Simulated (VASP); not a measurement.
The input files of a VASP run:

### KPOINTS
```
Automatic mesh
0
Gamma
8 8 8
0.5 0.5 0.5
```

POSCAR:
```
LiH
1.0
  0.0000000000   1.9917480000   1.9917480000
  1.9917480000   0.0000000000   1.9917480000
  1.9917480000   1.9917480000   0.0000000000
Li H
1 1
direct
  0.0000000000   0.0000000000   0.0000000000
  0.5000000000   0.5000000000   0.5000000000
```

### INCAR
```
ALGO = Normal
EDIFF = 1E-6
EDIFFG = -0.01
ENCUT = 280
GGA = PE
IBRION = 2
ISIF = 3
ISMEAR = -1
LASPH = .True.
LCHARG = .False.
LREAL = .False.
LWAVE = .False.
NELM = 100
NSW = 50
PREC = Accurate
SIGMA = 0.272
SYSTEM = LiH
```

POTCAR, in this order: Li_sv H (PBE.64 set). Program: vasp_std.

Write an equivalent input for Quantum ESPRESSO's pw.x.

One equivalent input (not run):
```
&CONTROL
  calculation = 'vc-relax'
  pseudo_dir = './pseudo'
  outdir = './out'
  tprnfor = .true.
  tstress = .true.
  nstep = 50
  forc_conv_thr = 0.00039
/
&SYSTEM
  ibrav = 0
  nat = 2
  ntyp = 2
  ecutwfc = 74
  occupations = 'smearing'
  smearing = 'fermi-dirac'
  degauss = 0.01999
  input_dft = 'pbe'
/
&ELECTRONS
  conv_thr = 7.3e-08
  electron_maxstep = 100
/
&IONS
/
&CELL
/
ATOMIC_SPECIES
  Li 6.940 Li.upf
  H 1.008 H.upf
CELL_PARAMETERS angstrom
     0.0000000    1.9917480    1.9917480
     1.9917480    0.0000000    1.9917480
     1.9917480    1.9917480    0.0000000
ATOMIC_POSITIONS crystal
  Li   0.0000000  0.0000000  0.0000000
  H    0.5000000  0.5000000  0.5000000
K_POINTS automatic
  8 8 8 1 1 1
```
What does not carry over: the potentials are each code's own (VASP's PAW set, PseudoDojo norm-conserving files in pw.x), so ENCUT and ecutwfc are chosen apart and not converted; conv_thr bounds pw.x's estimated SCF error, while EDIFF bounds the energy change between steps; forc_conv_thr acts on force components and is met together with etot_conv_thr.

The structure comes from a computed database's LiH entry; how it stands against other phases isn't given here. This run relaxes it. Symmetry was kept, so distortions that lower it aren't found. The run is one of a series of settings (EDIFFG = -0.01, ENCUT = 280, IBRION = 2, ISIF = 3, ISMEAR = -1, NSW = 50, SIGMA = 0.272, KPOINTS 8×8×8 Γ-centred mesh shifted by (0.5, 0.5, 0.5) against the base run), some of them coarse on purpose.
